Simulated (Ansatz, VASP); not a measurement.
## One calculation of CuB3Os, two programs

INCAR

```
SYSTEM = CuB3Os
ALGO = Normal
EDIFF = 1E-6
ENCUT = 520
GGA = PE
ISIF = 2
ISMEAR = 0
LASPH = .True.
LCHARG = .False.
LREAL = .False.
LWAVE = .False.
NBANDS = 39
NELM = 80
PREC = Accurate
SIGMA = 0.1
```

File KPOINTS:

```
k-points
0
Gamma
  6 6 6
  0 0 0
```

The input POSCAR:

```
CuB3Os
1.0
    2.3438552011      1.3532254313      3.8189680516
   -2.3438552011      1.3532254313      3.8189680516
    0.0000000000     -2.7064508626      3.8189680516
Cu B Os
2 6 2
Direct
    0.5000000000      0.5000000000      0.5000000000
    0.0000000000      0.0000000000      0.0000000000
    0.2250000000      0.2750000000      0.7500000000
    0.2750000000      0.7500000000      0.2250000000
    0.7750000000      0.7250000000      0.2500000000
    0.2500000000      0.7750000000      0.7250000000
    0.7250000000      0.2500000000      0.7750000000
    0.7500000000      0.2250000000      0.2750000000
    0.7500000000      0.7500000000      0.7500000000
    0.2500000000      0.2500000000      0.2500000000
```

Input for Ansatz:

```yaml
crystal:
  lattice:
    - [2.3438552011, 1.3532254313, 3.8189680516]
    - [-2.3438552011, 1.3532254313, 3.8189680516]
    - [0.0, -2.7064508626, 3.8189680516]
  atoms:
    - { symbol: Cu, position: [0.5, 0.5, 0.5] }
    - { symbol: Cu, position: [0.0, 0.0, 0.0] }
    - { symbol: B, position: [0.225, 0.275, 0.75] }
    - { symbol: B, position: [0.275, 0.75, 0.225] }
    - { symbol: B, position: [0.775, 0.725, 0.25] }
    - { symbol: B, position: [0.25, 0.775, 0.725] }
    - { symbol: B, position: [0.725, 0.25, 0.775] }
    - { symbol: B, position: [0.75, 0.225, 0.275] }
    - { symbol: Os, position: [0.75, 0.75, 0.75] }
    - { symbol: Os, position: [0.25, 0.25, 0.25] }
basis:
  ecutwfc: 420
kpoints:
  mp_grid: { grid: [6, 6, 6] }
hamiltonian:
  xc: pbe
scf:
  occupations: { method: gaussian, width: 0.1 }
  lower_state_search: "off"
output:
  forces: true
  stress: true
  eigenvalues: true
```

Alike in both runs: task single point; functional PBE; k mesh 6 × 6 × 6; occupations gaussian, width 0.1 eV; no spin polarisation.

|  | VASP | Ansatz |
| --- | --- | --- |
| version | VASP 6.6.1 | Ansatz 0.2.0 |
| potentials or method | VASP PAW PBE potentials, release 64 (Cu, B, Os) | scalar-relativistic, plane waves, PAW |
| plane-wave cutoff (eV) | 520 | 420 |
| valence electrons in the cell | 56 | 88 |

```csv
,VASP,Ansatz,Ansatz less VASP
gap on the k mesh at the Fermi level (eV),none,none,-
rms of the force components (eV/Å),0.596,0.614,+0.0181
```

Atom by atom the forces differ by 0.018 eV/Å (rms over components). A gap of «none» marks a metal or a gap that the smearing closes. The two sets of potentials don't hold the same shells in valence.

Caveats: forces of over 1 eV/Å show positions far from the minimum, so gaps and moduli don't describe the material at rest. The runs have no spin-orbit coupling, so splittings on Os are missing.
